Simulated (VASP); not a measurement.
Here is the system:

```
WSi2
1.0
   -1.60186     1.60186     3.91205
    1.60186    -1.60186     3.91205
    1.60186     1.60186    -3.91205
Si W
2 1
Direct
  0.66554   0.66554   0.00000
  0.33446   0.33446   0.00000
  0.00000   0.00000   0.00000
```

Method: PBEsol GGA, VASP's PBE PAW potentials (set 64) (plane waves; VASP). Run with 520 eV cut-off, 15×15×15 Γ-centred mesh, tetrahedra with Blöchl corrections, potentials Si W_sv.

The cores are frozen, which limits the accuracy of field gradients.

Problem. Give the principal components of the electric field gradient (V/Å²) and the asymmetry η at each nucleus.

Solution. 
| atom | Vxx | Vyy | Vzz | η |
|---|---|---|---|---|
| Si1 | 4.8 | 4.8 | -9.5 | 0.00 |
| Si2 | 4.8 | 4.8 | -9.5 | 0.00 |
| W3 | 69.0 | 69.0 | -138.0 | 0.00 |

The compound is WSi2 in the MoSi2 type structure. It was relaxed first.
